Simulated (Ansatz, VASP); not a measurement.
## Sr2Al2Si3O11 (aluminosilicate glass) in two plane-wave programs

Aim: how closely do two programs agree when they are given the same cell, functional and k mesh? Of the first pair: The structure shown is the start of the Ansatz relaxation below; VASP solves that cell, so the two are compared at the walk's first step.

Program: Ansatz 0.2.0. Level of theory: plane waves, with VASP 6.6.1 beside it; single point at PBE. Results are calculated unless marked as measured.

### 1. Starting point

The cell holds 36 atoms: 6 Si, 4 Al, 4 Sr and 22 O. Cell: a = 7.942 Å, b = 7.942 Å, c = 7.942 Å, α = 90.0°, β = 90.0°, γ = 90.0°. As first built, before any earlier steps moved the atoms (in the runner's words): kind aluminosilicate glass; units_of_the_quenched_model {'SiO2': 6, 'Al2O3': 2, 'SrO': 4}; melt_K 3500; rate_K_ps 20; atoms 36.

### 2. Ansatz: relaxation, PBE

Ansatz runs on its default PAW (the set named soft_2) files.

The two programs are compared at the cell with which this relaxation starts, whose forces are those of its first step.

Input file input.yaml:

```yaml
crystal:
  lattice:
    - [7.9416888899, 0.0, 0.0]
    - [0.0, 7.9416888899, 0.0]
    - [0.0, 0.0, 7.9416888899]
  atoms:
    - { symbol: Si, position: [0.404873, 0.852873, 0.48743] }
    - { symbol: Si, position: [0.709688, 0.792227, 0.690071] }
    - { symbol: Si, position: [0.371621, 0.235806, 0.632205] }
    - { symbol: Si, position: [0.53162, 0.995034, 0.152844] }
    - { symbol: Si, position: [0.896744, 0.10679, 0.075247] }
    - { symbol: Si, position: [0.49434, 0.370039, 0.284529] }
    - { symbol: Al, position: [0.876408, 0.337876, 0.384052] }
    - { symbol: Al, position: [0.736363, 0.209105, 0.762508] }
    - { symbol: Al, position: [0.193177, 0.848537, 0.967623] }
    - { symbol: Al, position: [0.194521, 0.59217, 0.263995] }
    - { symbol: Sr, position: [0.811414, 0.689395, 0.193114] }
    - { symbol: Sr, position: [0.42158, 0.559949, 0.87599] }
    - { symbol: Sr, position: [0.004649, 0.52543, 0.734322] }
    - { symbol: Sr, position: [0.029633, 0.995811, 0.555371] }
    - { symbol: O, position: [0.258606, 0.753114, 0.398872] }
    - { symbol: O, position: [0.216376, 0.30593, 0.72346] }
    - { symbol: O, position: [0.737082, 0.674024, 0.848024] }
    - { symbol: O, position: [0.117701, 0.669867, 0.076631] }
    - { symbol: O, position: [0.388368, 0.505328, 0.187216] }
    - { symbol: O, position: [0.478523, 0.185548, 0.199214] }
    - { symbol: O, position: [0.347671, 0.043417, 0.554494] }
    - { symbol: O, position: [0.043745, 0.46541, 0.348616] }
    - { symbol: O, position: [0.416977, 0.353307, 0.469966] }
    - { symbol: O, position: [0.833698, 0.296373, 0.589598] }
    - { symbol: O, position: [0.719711, 0.996887, 0.084026] }
    - { symbol: O, position: [0.540494, 0.896562, 0.333148] }
    - { symbol: O, position: [0.515232, 0.764605, 0.628019] }
    - { symbol: O, position: [0.047183, 0.999042, 0.011585] }
    - { symbol: O, position: [0.825909, 0.741932, 0.53443] }
    - { symbol: O, position: [0.852417, 0.250059, 0.943341] }
    - { symbol: O, position: [0.528726, 0.256684, 0.755299] }
    - { symbol: O, position: [0.186025, 0.785378, 0.765987] }
    - { symbol: O, position: [0.742918, 0.989834, 0.723924] }
    - { symbol: O, position: [0.920103, 0.151358, 0.273979] }
    - { symbol: O, position: [0.401069, 0.899177, 0.036402] }
    - { symbol: O, position: [0.689542, 0.414535, 0.287256] }
  symmetry: { detect: false }
kpoints:
  mp_grid: { grid: [1, 1, 1] }
scf:
  occupations: { method: fermi_dirac, width: 0.05 }
hamiltonian:
  xc: pbe
output:
  forces: true
  stress: true
relax:
  f_tol: 0.04
  max_steps: 100
  escape_saddle: false
  cell: { stress_tol: 0.6, fix: [shape] }
```

Command:

```sh
$ ansatz run input.yaml --threads 4 --pin off --max-ram 8192MiB --backend cpu --events-out ev --progress --plain --runs-dir out
```

Numbers of over 12 decimals in the logs are rounded to 6 here.

What it wrote:

```text
Engine: ansatz 0.2.0, aarch64-unknown-linux-gnu
Pseudopotentials: kind: paw
Pseudopotential: Si, paw, valence charge 4, recommended cutoff 420 eV (normal), Si.paw.azcp
Pseudopotential: Al, paw, valence charge 3, recommended cutoff 420 eV (normal), Al.paw.azcp
Pseudopotential: Sr, paw, valence charge 10, recommended cutoff 420 eV (normal), Sr.paw.azcp
Pseudopotential: O, paw, valence charge 6, recommended cutoff 420 eV (normal), O.paw.azcp
Functional definition: PBE
  parameter kappa = 0.804
  parameter beta = 0.066725
  exchange = pbe_x(kappa = kappa, mu = beta*pi^2/3)
  correlation = pbe_c(beta = beta)
Crystal: 36 atoms, lattice volume = 500.886 Å³
Basis set: ecut = 420 eV, 9795 PW (Γ), exchange–correlation on 108×108×108 points (8 copies of the dense FFT grid, shifted against one another)
Bands: 140, of which v1, the nominal top of the filled ones, is band 104 counted from 1 (103 counted from 0)
Symmetry: 1 space group operations
k-points: 1
Non-local potential: Si, projectors of the file, l = 0: 2, l = 1: 2, l = 2: 2
Non-local potential: Al, projectors of the file, l = 0: 2, l = 1: 2, l = 2: 1
Non-local potential: Sr, projectors of the file, l = 0: 3, l = 1: 2, l = 2: 2
Non-local potential: O, projectors of the file, l = 0: 2, l = 1: 2, l = 2: 1
PAW form: soft (Blöchl's): semilocal exchange-correlation on the pseudo side does not see the compensation charge
PAW one-centre angular grid: Si, 110 points (default); XC on 64 Gauss nodes
PAW one-centre angular grid: Al, 110 points (default); XC on 64 Gauss nodes
PAW one-centre angular grid: Sr, 110 points (default); XC on 64 Gauss nodes
PAW one-centre angular grid: O, 110 points (default); XC on 64 Gauss nodes
Initial density: superposition of atomic densities (neutral atoms: chi_scale 0, normalization atom), corrected by the library's trained network
Initial wavefunctions: pseudopotential atomic-orbital guess
Functional: x = pbe(κ = 0.804, μ = 0.219515), c = pbe(β = 0.066725)
SCF iter   1: F=—  HF=-32673.275919 eV  |F-HF|=—  |Δ(HF+E_count)|=         —  Δρ=2.23e-3  dr2=2.27e-2  ethr=1.77e-3  ⟨swp⟩=8.0  Hψ=764  notcnv=0  defer=18
preconditioner: auto → Resta (q_TF=auto, 2.357 Å⁻¹)  ε∞=3.3  [insulator: Δε(μ)=3.960 eV  Ē_g=15.546 eV  σ=0.050 eV  W_gap=1.00  n_scr=92 (ndim 8)  ℏωp=23.5 eV  f_vac=0.094  D(μ)=0.00/eV (n_scr^D=0)  ε∞_Penn≈3.3]
SCF iter   2: F=—  HF=-32673.284121 eV  |F-HF|=—  |Δ(HF+E_count)|=   8.20e-3  Δρ=1.19e-3  dr2=4.62e-3  ethr=1.09e-5  ⟨swp⟩=3.0  Hψ=263  notcnv=0  defer=28
SCF iter   3: F=—  HF=-32673.285398 eV  |F-HF|=—  |Δ(HF+E_count)|=   1.28e-3  Δρ=5.07e-4  dr2=1.32e-3  ethr=2.22e-6  ⟨swp⟩=2.0  Hψ=187  notcnv=0  defer=28
SCF iter   4: F=—  HF=-32673.286212 eV  |F-HF|=—  |Δ(HF+E_count)|=   8.15e-4  Δρ=1.40e-4  dr2=9.79e-5  ethr=6.34e-7  ⟨swp⟩=2.0  Hψ=187  notcnv=0  defer=28
SCF iter   5: F=—  HF=-32673.287121 eV  |F-HF|=—  |Δ(HF+E_count)|=   9.08e-4  Δρ=8.05e-5  dr2=3.04e-5  ethr=4.70e-8  ⟨swp⟩=2.0  Hψ=192  notcnv=0  defer=28
SCF iter   6: F=—  HF=-32673.287126 eV  |F-HF|=—  |Δ(HF+E_count)|=   5.28e-6  Δρ=2.44e-5  dr2=3.33e-6  ethr=1.46e-8  ⟨swp⟩=2.0  Hψ=187  notcnv=0  defer=28
SCF iter   7: F=—  HF=-32673.287128 eV  |F-HF|=—  |Δ(HF+E_count)|=   2.26e-6  Δρ=1.10e-5  dr2=5.78e-7  ethr=1.60e-9  ⟨swp⟩=2.0  Hψ=187  notcnv=0  defer=28
SCF iter   8: F=—  HF=-32673.287128 eV  |F-HF|=—  |Δ(HF+E_count)|=   2.44e-7  Δρ=4.72e-6  dr2=1.10e-7  ethr=2.78e-10  ⟨swp⟩=2.0  Hψ=195  notcnv=0  defer=28
SCF iter   9: F=-32673.287128 eV  HF=-32673.287128 eV  |F-HF|=8.72e-9  |Δ(HF+E_count)|=   7.81e-8  Δρ=1.30e-6  dr2=1.05e-8  ethr=4.81e-11  ⟨swp⟩=4.0  Hψ=411  notcnv=0
SCF 1 converged in 9 iterations: F = -32673.287128 eV  dr2 = 1.05e-8
  greatest PAW one-centre occupation: 0.987 electrons in one spin orbital (limit 2), on the Sr atom at site 12 (counted from 0), in its partial waves of l = 0
relax step   1: F+E_penalty+E_count = -32673.28712837 eV  Δ(F+E_penalty+E_count) = +0.000e0 eV  max|allowed force component| = 2.384e0 eV/Å  Δτ_max = 0.0000 Å  P = +6.979 GPa  Ω = 500.886 Å³  fix = [alpha, beta, gamma, b/a, c/a]  reactions: b/a -1.341, c/a -1.489 GPa; alpha +1.058, beta -0.111, gamma +1.958 GPa/rad  (9 SCF iters, accepted)
Crystal: 36 atoms, lattice volume = 507.061 Å³
Basis set: ecut = 420 eV, 9843 PW (Γ), exchange–correlation on 108×108×108 points (8 copies of the dense FFT grid, shifted against one another)
Initial density: handed on by an earlier stage of this run
Initial wavefunctions: those handed on with the density
iter 1 solved again at ethr=3.09e-4 eV; its pass at ethr=3.10e-3 eV (dr2=6.42e-1 eV) is discarded
SCF iter   1: F=—  HF=-32674.522418 eV  |F-HF|=—  |Δ(HF+E_count)|=         —  Δρ=1.02e-2  dr2=6.73e-1  ethr=3.09e-4  ⟨swp⟩=4.0  Hψ=704  notcnv=0
[...]
Initial wavefunctions: pseudopotential atomic-orbital guess (no wavefunctions were taken with the density)
iter 1 solved again at ethr=5.98e-7 eV; its pass at ethr=3.10e-3 eV (dr2=1.24e-3 eV) is discarded
SCF iter   1: F=—  HF=-32675.471404 eV  |F-HF|=—  |Δ(HF+E_count)|=         —  Δρ=5.43e-4  dr2=2.18e-4  ethr=5.98e-7  ⟨swp⟩=6.0  Hψ=1205  notcnv=0
[...]
basis re-selected at this cell: Δ(F+E_penalty+E_count) = -1.196e-1 eV, ΔP = +0.365 GPa vs the last step (what re-selecting the basis moved, of the pressure what is left beyond the Pulay correction that the steps carried, after the strain that the cell walked since its last selection, with what the two solves' SCF thresholds leave and, on support functions, any second-order correction that the steps lacked; it is no m [...]
SCF converged after 5 iterations
Free energy (F): -32675.477789 eV
Harris-Foulkes:  -32675.477789 eV  (|F-HF|=4.71e-8)
Internal energy: -32675.477789 eV  (E = F + TS)
E sigma→0 (E₀):  -32675.477789 eV
Fermi energy:    6.132833 eV
--- Per-component energies (eV) ---
  E_band       = -944.160036
  E_kinetic    = 5265.276058
  E_local      = -13444.630746  (includes V_loc(G=0)·N_el)
  E_nonlocal   = 2047.480066
  E_hartree    = 4664.464638
  E_xc         = -2829.348113
  E_vxc        = -3145.371405  (∫ρ·V_xc dr)
  E_paw        = -19218.208817  (= ΣΔE_a)
  E_vpaw       = -995.894827  (= ΣTr[D̂ρ^β])
  E_aug_tail   = 0.055615  (compensation charges beyond the density's cutoff)
  E_ewald      = -9160.566490
  E_smearing   = -0.000000  (= −TS)
  E_closure    = -0.000000  (closes the sum)
  Σ components = -32675.477789   (vs F -32675.477789, Δ=0.00e0)
--- Forces (eV/Å), atoms counted from 1 ---
  atom   1  Si    -0.00006782    -0.00327830     0.00215796
  atom   2  Si    -0.00556735    -0.00421594    -0.00307727
  atom   3  Si    -0.00198130     0.00289515     0.01061847
  atom   4  Si     0.00341554    -0.00013944     0.00229325
  atom   5  Si    -0.00080456    -0.00525870    -0.00239437
  atom   6  Si     0.00054240     0.00723380     0.00754871
  atom   7  Al    -0.00687893    -0.00640309    -0.00209242
  atom   8  Al     0.00119171    -0.00652902    -0.00263303
  atom   9  Al    -0.00407335    -0.00279441    -0.00405411
  atom  10  Al     0.00651988    -0.00424647     0.00369948
  atom  11  Sr     0.00288880     0.01634540    -0.00173859
  atom  12  Sr    -0.00393709     0.00004367     0.00711465
  atom  13  Sr    -0.00438062     0.00339914    -0.00360673
  atom  14  Sr     0.00628329     0.00412549     0.00073571
  atom  15  O     -0.00997733    -0.01117530    -0.00618737
  atom  16  O      0.00952626    -0.00294866    -0.00061929
  atom  17  O     -0.00074512    -0.00160106    -0.00403763
  atom  18  O     -0.00651730     0.00580064    -0.00149472
  atom  19  O     -0.00390538     0.01157790    -0.00794928
  atom  20  O      0.00178711    -0.00151392    -0.00633842
  atom  21  O     -0.00102285    -0.00654544     0.00284888
  atom  22  O      0.01521284     0.00395157     0.00250208
  atom  23  O      0.00102964     0.00877956     0.00344720
  atom  24  O      0.00065779     0.00516784     0.00430530
[...]
atom  29  O     -0.00336106    -0.00977390    -0.01059666
  atom  30  O      0.00255671     0.00193678    -0.00038142
  atom  31  O     -0.00594013     0.00765001     0.00039370
  atom  32  O      0.00092623    -0.00494078    -0.00128898
  atom  33  O      0.00184421     0.00050328     0.00192734
  atom  34  O      0.00092905    -0.00157661     0.00059469
  atom  35  O      0.00034308     0.00015833    -0.00141983
  atom  36  O     -0.00171020    -0.00184067    -0.00398167
  max |Σ_I F_I| component: 7.99e-5 eV/Å
--- Stress (GPa, compression-positive) ---
        0.341621      -0.365807       0.601313
       -0.365822      -0.531642      -0.560800
        0.601316      -0.560810       1.311775
  P = ⅓ Tr σ = 0.3739 GPa (3.739 kbar)
--- Relaxed structure (11 steps of the walk, 11 accepted, 1 SCFs on fresh bases) ---
  F+E_penalty+E_count = -32675.47778947 eV   max|allowed force component| = 1.635e-2 eV/Å   (the final SCF, on the basis selected at the relaxed cell)
  cell:  # Å, volume = 526.9314 Å³
    - [8.077024, 0, 0]
    - [0, 8.077024, 0]
    - [0, 0, 8.077024]
  atoms:
    - { symbol: Si, position: [0.420834, 0.859392, 0.482975] }
    - { symbol: Si, position: [0.721635, 0.787851, 0.690819] }
    - { symbol: Si, position: [0.370711, 0.235612, 0.621215] }
    - { symbol: Si, position: [0.526425, 1.000168, 0.143736] }
    - { symbol: Si, position: [0.884424, 0.109603, 0.048448] }
    - { symbol: Si, position: [0.495382, 0.368181, 0.272996] }
    - { symbol: Al, position: [0.878300, 0.329513, 0.364852] }
    - { symbol: Al, position: [0.725163, 0.199055, 0.737468] }
    - { symbol: Al, position: [0.178762, 0.844567, 0.990093] }
    - { symbol: Al, position: [0.196209, 0.599266, 0.287700] }
    - { symbol: Sr, position: [0.814938, 0.712836, 0.249766] }
    - { symbol: Sr, position: [0.441921, 0.566600, 0.866967] }
    - { symbol: Sr, position: [-0.000994152, 0.513906, 0.713146] }
    - { symbol: Sr, position: [0.055540, 0.985026, 0.640955] }
    - { symbol: O, position: [0.261106, 0.754051, 0.431945] }
    - { symbol: O, position: [0.198988, 0.285997, 0.701965] }
    - { symbol: O, position: [0.731713, 0.658433, 0.843508] }
    - { symbol: O, position: [0.091442, 0.716989, 0.140457] }
    - { symbol: O, position: [0.377763, 0.509070, 0.184962] }
    - { symbol: O, position: [0.481865, 0.195137, 0.167775] }
    - { symbol: O, position: [0.359697, 0.035894, 0.565695] }
    - { symbol: O, position: [0.031172, 0.484075, 0.371927] }
    - { symbol: O, position: [0.411750, 0.341847, 0.453622] }
    - { symbol: O, position: [0.842177, 0.267802, 0.569143] }
    - { symbol: O, position: [0.719679, 0.981098, 0.079556] }
    - { symbol: O, position: [0.544647, 0.903650, 0.326131] }
    - { symbol: O, position: [0.532001, 0.751796, 0.612664] }
    - { symbol: O, position: [0.034505, 1.007338, -0.039939] }
    - { symbol: O, position: [0.863860, 0.753622, 0.551489] }
    - { symbol: O, position: [0.828130, 0.257683, 0.922691] }
    - { symbol: O, position: [0.522680, 0.275747, 0.748479] }
    - { symbol: O, position: [0.192733, 0.735738, 0.804178] }
    - { symbol: O, position: [0.735392, 0.984315, 0.729985] }
    - { symbol: O, position: [0.935361, 0.166369, 0.234035] }
    - { symbol: O, position: [0.389870, 0.903308, 0.036181] }
    - { symbol: O, position: [0.688922, 0.427877, 0.285203] }
```

In the SCF lines HF is the Harris–Foulkes energy and dr2 the Hartree energy of the density residual, in eV; the loop may stop once dr2 is under the threshold and the program's other checks hold. Hψ counts applications of the Hamiltonian.

### 3. VASP: single point, PBE, start cell, pair 1

The same cell, functional, mesh and smearing now go to VASP, with its own data sets.

Lines of VASP's logs that name or quote its potential files are left out, and so is its time.

Input file INCAR:

```
SYSTEM = Sr2Al2Si3O11
PREC = Accurate
ENCUT = 520
EDIFF = 1E-06
NELM = 120
ISMEAR = -1
SIGMA = 0.05
LREAL = Auto
ALGO = Normal
GGA = PE
NBANDS = 132
LORBIT = 11
LWAVE = .FALSE.
LCHARG = .FALSE.
ISIF = 2
LASPH = .TRUE.
GGA_COMPAT = .FALSE.
EFERMI = MIDGAP
```

Input file POSCAR:

```
Sr2Al2Si3O11
1.0
    7.9416890000      0.0000000000      0.0000000000
    0.0000000000      7.9416890000      0.0000000000
    0.0000000000      0.0000000000      7.9416890000
Si Al Sr O
6 4 4 22
Direct
    0.4048729433      0.8528729846      0.4874299409
    0.7096879518      0.7922269432      0.6900709660
    0.3716209486      0.2358060105      0.6322049378
    0.5316200370      0.9950339279      0.1528439353
    0.8967440050      0.1067900040      0.0752469657
    0.4943399320      0.3700390433      0.2845290215
    0.8764080286      0.3378759858      0.3840520574
    0.7363630079      0.2091050153      0.7625079501
    0.1931770433      0.8485370052      0.9676230082
    0.1945209640      0.5921700031      0.2639949764
    0.8114140456      0.6893950393      0.1931139585
    0.4215799687      0.5599490234      0.8759899815
    0.0046490111      0.5254300439      0.7343220063
    0.0296329912      0.9958109667      0.5553710300
    0.2586059464      0.7531139787      0.3988719528
    0.2163760127      0.3059300106      0.7234599592
    0.7370819986      0.6740240017      0.8480240160
    0.1177010331      0.6698669515      0.0766310542
    0.3883680159      0.5053280228      0.1872159688
    0.4785230195      0.1855479357      0.1992140463
    0.3476710055      0.0434169608      0.5544940125
    0.0437449767      0.4654099399      0.3486160186
    0.4169770435      0.3533069603      0.4699660236
    0.8336979703      0.2963729756      0.5895980062
    0.7197110086      0.9968869343      0.0840259547
    0.5404939680      0.8965619278      0.3331480243
    0.5152319614      0.7646049852      0.6280190524
    0.0471830363      0.9990420174      0.0115849412
    0.8259089471      0.7419319744      0.5344300186
    0.8524170362      0.2500590240      0.9433410198
    0.5287259423      0.2566839371      0.7552990302
    0.1860250383      0.7853780222      0.7659869330
    0.7429180367      0.9898340265      0.7239239663
    0.9201030159      0.1513579794      0.2739789987
    0.4010689666      0.8991769887      0.0364019543
    0.6895419853      0.4145349938      0.2872560232
```

Input file KPOINTS:

```
Automatic mesh
0
Gamma
1 1 1
0 0 0
```

Potentials, in the order of the species: Si, Al, Sr_sv and O (PBE family, release 64).

Command:

```sh
$ mpirun -np 4 vasp_gam
```

What it wrote:

```text
[banner, memory and clock lines left out]
running    4 mpi-ranks, on    1 nodes
[...]
LDA part: xc-table for (Slater+PW92), standard interpolation
 POSCAR, INCAR and KPOINTS ok, starting setup
[...]
entering main loop
       N       E                     dE             d eps       ncg     rms          rms(c)
DAV:   1     0.196883822482E+04    0.19688E+04   -0.12421E+05   264   0.156E+03
DAV:   2    -0.137167009924E+03   -0.21060E+04   -0.20435E+04   324   0.384E+02
DAV:   3    -0.302622992208E+03   -0.16546E+03   -0.16448E+03   328   0.113E+02
DAV:   4    -0.307168855882E+03   -0.45459E+01   -0.45291E+01   344   0.182E+01
[...]
DAV:  16    -0.266001743553E+03   -0.20618E-05   -0.36029E-05   288   0.235E-02    0.788E-03
DAV:  17    -0.266001743904E+03   -0.35117E-06   -0.10736E-05   312   0.111E-02    0.624E-03
DAV:  18    -0.266001743685E+03    0.21954E-06   -0.16469E-06   192   0.460E-03
   1 F= -.26600174E+03 E0= -.26600174E+03  d E =-.535011E-16
```

Parts of OUTCAR (step 3):

```text
  Total       31.5254800     18.2679607     17.9495058     -6.2142497     -3.4254694      0.3198030
  in kB      100.8401917     58.4335166     57.4148786    -19.8774494    -10.9570097      1.0229503
  external PRESSURE =      72.2295290 kB  Pullay stress =       0.0000000 kB

 POSITION                                       TOTAL-FORCE (eV/Angst)
 -----------------------------------------------------------------------------------
      3.21538      6.77325      3.87102         1.012389      2.119886     -0.785268
      5.63612      6.29162      5.48033         0.532489      1.069866     -0.608006
      2.95130      1.87270      5.02078         1.477401     -0.896752     -1.547857
      4.22196      7.90225      1.21384        -1.215163      0.954576      1.088110
      7.12166      0.84809      0.59759        -0.729209      0.011328      1.245454
      3.92589      2.93873      2.25964         0.441094     -2.395496      0.901839
      6.96016      2.68331      3.05002        -0.808683     -0.432396     -0.733207
      5.84797      1.66065      6.05560         0.026397     -1.681928     -0.567413
      1.53415      6.73882      7.68456        -0.072576      0.797880      0.647113
      1.54483      4.70283      2.09657         0.996116     -0.404857     -0.052339
      6.44400      5.47496      1.53365        -0.021909      0.224906      0.003007
      3.34806      4.44694      6.95684         0.342791     -0.055424     -0.499824
      0.03692      4.17280      5.83176        -0.202541      0.516924     -0.127810
      0.23534      7.90842      4.41058        -0.304379     -0.539073      0.519642
[...]
-----------------------------------------------------------------------------------
    total drift:                                0.003090     -0.005804      0.007537

  FREE ENERGIE OF THE ION-ELECTRON SYSTEM (eV)
  ---------------------------------------------------
  free  energy   TOTEN  =      -266.0017436848 eV

  energy  without entropy=     -266.0017436848  energy(sigma->0) =     -266.00174368

[... 3 further parts left out ...]
[key lines of the parts left out:]
E-fermi :   4.1257
```

The run ends at a pressure of 7.22 GPa, with forces up to 2.9 eV/Å.

### 4. Comparison

Known differences besides the potentials themselves: the cutoff is 420 eV in Ansatz and 520 eV in VASP (PREC = Accurate, projectors in real space). Total energies have different zeros and are not compared.

Forces on 8 of the 36 atoms, those with the largest forces and the largest differences (eV/Å; atoms numbered as in POSCAR):

| atom | Ansatz x, y, z | VASP x, y, z |
| --- | --- | --- |
| Si1 | 1.028, 2.097, -0.807 | 1.012, 2.120, -0.785 |
| Si3 | 1.470, -0.861, -1.513 | 1.477, -0.897, -1.548 |
| Si6 | 0.442, -2.384, 0.908 | 0.441, -2.395, 0.902 |
| O16 | -2.375, 1.040, 1.141 | -2.436, 1.046, 1.178 |
| O17 | -0.358, -1.490, 1.946 | -0.352, -1.524, 2.011 |
| O29 | 1.766, -0.391, -1.238 | 1.802, -0.417, -1.308 |
| O30 | -0.083, 2.114, -0.597 | -0.100, 2.152, -0.633 |
| O35 | -0.539, -0.739, -0.922 | -0.600, -0.765, -0.953 |

The forces differ by 25 meV/Å r.m.s., which is 2.7 % of the r.m.s. force of 0.912 eV/Å (both taken over all components).

[end of part 1 of 2]

[Lines on the potential files, build, host, timing and source positions are cut from VASP's logs without a mark.]

[Logs are printed without paths, hosts, clocks, repeated set-up lines and the standing remarks that a program may print on its own settings, such as how far it seeks lower states.]

[Hosts, paths, dates, database ids (printed as entryN), source tags and the programs' standing remarks are cut or masked in the printed files.]
